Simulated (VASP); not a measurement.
# TaSn (P6/mmm) in VASP: phonons with PBE

Aim: the phonons of TaSn with PBE.

Program: VASP 6.6.1. These are calculated values, not measurements. Logs are shortened: lines on timing, memory, paths and dates and some standing lists are left out, and cuts for length are marked.

## 1. Starting point

Symmetry: P6/mmm, No. 191, hexagonal system. The conventional cell has a = 5.793 Å, b = 5.793 Å, c = 4.831 Å, α = 90.00°, β = 90.00°, γ = 120.00°. Around Ta (site symmetry mmm) lie 6 Sn at 2.90 to 2.94 Å and 4 Ta at 2.90 Å. Sn (site symmetry -6m2) has 6 Ta at 2.94 Å and 3 Sn at 3.34 Å as nearest neighbours. Around Sn (site symmetry 6/mmm) lie 6 Ta at 2.90 Å.

The cell was built by a generator and needn't be a form met in nature.

## 2. Phonons, PBE

Contents of POSCAR:

```
TaSn
1.0
    5.7927780000      0.0000000000      0.0000000000
   -2.8963890000      5.0166930000      0.0000000000
    0.0000000000      0.0000000000      4.8311500000
Ta Sn
3 3
Direct
    0.5000000000      0.0000000000      0.0000000000
    0.5000000000      0.5000000000      0.0000000000
    0.0000000000      0.5000000000      0.0000000000
    0.3333330000      0.6666670000      0.5000000000
    0.6666670000      0.3333330000      0.5000000000
    0.0000000000      0.0000000000      0.0000000000
```

Contents of INCAR.step1:

```
  PREC = Accurate
  ENCUT = 520
  EDIFF = 1E-8
  ISMEAR = 0
  SIGMA = 0.1
  LREAL = False
  LASPH = True
  NELM = 80
  ALGO = Fast
  ISIF = 3
  LWAVE = False
  LCHARG = False
  GGA = PE
  KPAR = 4
  IBRION = 2
  NSW = 40
  EDIFFG = -0.002
```

Contents of INCAR.step2:

```
  PREC = Accurate
  ENCUT = 520
  EDIFF = 1E-8
  ISMEAR = 0
  SIGMA = 0.1
  LREAL = False
  LASPH = True
  NELM = 80
  ALGO = Fast
  ISIF = 2
  LWAVE = False
  LCHARG = False
  GGA = PE
  KPAR = 4
  IBRION = 6
  NFREE = 2
  POTIM = 0.015
  NSW = 1
```

Contents of KPOINTS:

```
Automatic mesh
0
Gamma
  6 6 6
```

Potentials or basis: VASP PAW PBE potentials, release 64 (Ta_pv, Sn_d).

Launch:

```console
$ cat potpaw_PBE.64/Ta_pv/POTCAR potpaw_PBE.64/Sn_d/POTCAR > POTCAR
$ cp INCAR.step1 INCAR
$ mpirun -np 4 vasp_std > vasp.out
$ cp CONTCAR POSCAR
$ cp INCAR.step2 INCAR
$ mpirun -np 4 vasp_std > vasp.out
```

OUTCAR:

```text
PREC = Accurate
   ENCUT = 520
   EDIFF = 1E-8
   ISMEAR = 0
   LREAL = False
   LASPH = True
   NELM = 80
   ISIF = 2
   GGA = PE
   IBRION = 6
   NFREE = 2
   POTIM = 0.015
   NSW = 1

 ion  position               nearest neighbor table
   1  0.500  0.000  0.000-   6 2.90   6 2.90   2 2.90   2 2.90   3 2.90   3 2.90   5 2.94   5 2.94
                             4 2.94   4 2.94
   2  0.500  0.500  0.000-   3 2.90   3 2.90   6 2.90   1 2.90   1 2.90   6 2.90   5 2.94   5 2.94
                             4 2.94   4 2.94
   3  0.000  0.500  0.000-   2 2.90   2 2.90   6 2.90   6 2.90   1 2.90   1 2.90   5 2.94   5 2.94
                             4 2.94   4 2.94
   4  0.333  0.667  0.500-   3 2.94   3 2.94   1 2.94   1 2.94   2 2.94   2 2.94   5 3.34   5 3.34
                             5 3.34
   5  0.667  0.333  0.500-   3 2.94   3 2.94   1 2.94   1 2.94   2 2.94   2 2.94   4 3.34   4 3.34
                             4 3.34
   6  0.000  0.000  0.000-   1 2.90   1 2.90   3 2.90   3 2.90   2 2.90   2 2.90

  LATTYP: Found a hexagonal cell.
 ALAT       =     5.7927780000
 C/A-ratio  =     0.8339953646

  Lattice vectors:

 A1 = (   5.7927780000,   0.0000000000,   0.0000000000)
 A2 = (  -2.8963890000,   5.0166930000,   0.0000000000)
 A3 = (   0.0000000000,   0.0000000000,   4.8311500000)

Analysis of symmetry for initial positions (statically):
=====================================================================
 Subroutine PRICEL returns:
 Original cell was already a primitive cell.

 Routine SETGRP: Setting up the symmetry group for a
 hexagonal supercell.

 Subroutine GETGRP returns: Found 24 space group operations
 (whereof 24 operations were pure point group operations)
 out of a pool of 24 trial point group operations.

The static configuration has the point symmetry D_6h.

Analysis of symmetry for dynamics (positions and initial velocities):
=====================================================================
 Subroutine PRICEL returns:
 Original cell was already a primitive cell.

 Routine SETGRP: Setting up the symmetry group for a
 hexagonal supercell.

[... 285 lines left out ...]

 number of electron      75.0000009 magnetization

------------------------ aborting loop because EDIFF is reached ----------------------------------------
[... 75 lines left out ...]
--------------------------------------- Ionic step       15  -------------------------------------------

 number of electron      75.0000002 magnetization

 Free energy of the ion-electron system (eV)
  ---------------------------------------------------
  ext. energy  EPLUGINS =         0.00000000
  ---------------------------------------------------
  free energy    TOTEN  =       -46.69984203 eV

  energy without entropy =      -46.69067286  energy(sigma->0) =      -46.69525744

 E-fermi :   6.6366     XC(G=0): -10.9309

 val. band max:        6.6056458586   @ k =   0.0000   0.0000   0.5000
 cond. band min:       6.6668357266   @ k =   0.3333   0.3333   0.1667
 fundamental gap:      0.0611898680
 Fermi energy:         6.6366471667

 k-point     1 :       0.0000    0.0000    0.0000
  band No.  band energies     occupation
      1     -28.1134      2.00000
      2     -27.9406      2.00000
      3     -27.8771      2.00000
      4     -27.8770      2.00000
      5     -27.8219      2.00000
      6     -27.8219      2.00000
[... 1141 lines left out ...]
     44       8.8918      0.00000
     45       9.2971      0.00000

 [... further k-points ...]
[... 5 lines left out ...]
  --------------------------------------------------------------------------------------
  -------------------------------------------------------------------------------------
  Total        0.0013560      0.0013560     -0.0100733      0.0000000      0.0000000      0.0000000
  in kB        0.0154742      0.0154742     -0.1149546      0.0000000      0.0000000      0.0000000
  external PRESSURE =      -0.0280021 kB  Pullay stress =       0.0000000 kB
[... 21 lines left out ...]
  FREE ENERGIE OF THE ION-ELECTRON SYSTEM (eV)
  ---------------------------------------------------
  free  energy   TOTEN  =       -46.6998420307 eV

  energy  without entropy=      -46.6906728580  energy(sigma->0) =      -46.69525744

 INTERNAL STRAIN TENSORS FROM DISPLACED ATOMS
 ============================================

 INTERNAL STRAIN TENSOR FOR ION    1 for displacements in x,y,z  (eV/Angst):
          X           Y           Z          XY          YZ          ZX
  --------------------------------------------------------------------------------
  x     0.00000     0.00000     0.00000     0.00000     0.00000     0.00000
  y     0.00000     0.00000     0.00000     0.00000     0.00000     0.00000
  z     0.00000     0.00000     0.00000     0.00000     0.00000     0.00000

 INTERNAL STRAIN TENSOR FOR ION    6 for displacements in x,y,z  (eV/Angst):
          X           Y           Z          XY          YZ          ZX
  --------------------------------------------------------------------------------
  x     0.00000     0.00000     0.00000     0.00000     0.00000     0.00000
  y     0.00000     0.00000     0.00000     0.00000     0.00000     0.00000
  z     0.00000     0.00000     0.00000     0.00000     0.00000     0.00000

 Eigenvectors and eigenvalues of the dynamical matrix
 ----------------------------------------------------

   1 f  =    6.061169 THz    38.083450 2PiTHz  202.178845 cm-1    25.066971 meV
             X         Y         Z           dx          dy          dz
      2.896389  0.000000  0.000000     0.000000    0.000000   -0.315286
      1.448195  2.508347  0.000000    -0.000000    0.000000   -0.315286
     -1.448195  2.508347  0.000000     0.000000   -0.000000   -0.315286
     -0.000003  3.344464  2.415575     0.000000   -0.000000    0.592258
      2.896392  1.672229  2.415575     0.000000   -0.000000    0.592258
      0.000000  0.000000  0.000000    -0.000000    0.000000   -0.015696
[... 145 lines left out ...]
  18 f/i=    0.004494 THz     0.028235 2PiTHz    0.149894 cm-1     0.018584 meV
             X         Y         Z           dx          dy          dz
      2.896389  0.000000  0.000000    -0.000000    0.000000    0.449016
      1.448195  2.508347  0.000000    -0.000000    0.000000    0.449016
     -1.448195  2.508347  0.000000    -0.000000    0.000000    0.449016
     -0.000003  3.344464  2.415575    -0.000000    0.000000    0.363346
      2.896392  1.672229  2.415575    -0.000000    0.000000    0.363346
      0.000000  0.000000  0.000000    -0.000000    0.000000    0.362095

 ELASTIC MODULI CONTR FROM IONIC RELAXATION (kBar)
 Direction    XX          YY          ZZ          XY          YZ          ZX
 --------------------------------------------------------------------------------
 XX         -48.2515     48.2515      0.0000     -0.0000      0.0000      0.0000
 YY          48.2515    -48.2515      0.0000      0.0000      0.0000      0.0000
 ZZ           0.0000      0.0000      0.0000      0.0000      0.0000      0.0000
 XY          -0.0000      0.0000      0.0000    -48.2515      0.0000      0.0000
 YZ           0.0000      0.0000      0.0000      0.0000      0.0000      0.0000
 ZX           0.0000      0.0000      0.0000      0.0000      0.0000      0.0000
 --------------------------------------------------------------------------------
```

Wall time 24 min (4 MPI ranks of Intel Xeon Platinum 8259CL at 2.50GHz (Skylake/Cascade Lake), shared host); peak memory 0.78 GiB.

Results:

```
Highest phonon frequency at Γ, LO-TO splitting left out : 202 cm⁻¹
```

Phonon frequencies in cm⁻¹ (negative: imaginary):
| q point | frequencies |
| --- | --- |
| (0.000, 0.000, 0.000) | 0 0 0 90 90 92 120 120 123 123 124 124 145 162 184 199 199 202 |

Spin-orbit coupling is left out, which matters for the levels of Ta.
